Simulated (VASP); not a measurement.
Consider the following.

```xyz
3
Lattice="0.0000 3.0600 3.0600 3.0600 0.0000 3.0600 3.0600 3.0600 0.0000" Properties=species:S:1:pos:R:3 pbc="T T T"
Li     1.5300     1.5300     1.5300
Li     4.5900     4.5900     4.5900
Se     0.0000     0.0000     0.0000
```

Calculation: PBE GGA, VASP's PBE PAW potentials (set 64) (plane waves; VASP 6.6.1). Settings: 520 eV cut-off, 6×6×6 Γ-centred mesh, first-order Methfessel-Paxton smearing of 0.20 eV, potentials Li_sv Se.

Question: Predict the energy per atom (σ→0), pressure, band gap (on the k-mesh) with the smallest direct gap where there is one.

Answer: 
```
Item                                         Result
-----------------------------------  --------------
band gap (on the k-mesh)                    3.01 eV
smallest direct gap (on the k-mesh)         3.16 eV
energy per atom (σ→0)                -3705 meV/atom
pressure                                 -17.2 kbar
```

The compound is Li2Se in the antifluorite structure. The cell was not relaxed at this level. The run is one of a series of settings (ISMEAR = 1, SIGMA = 0.2 against the base run), some of them coarse on purpose.
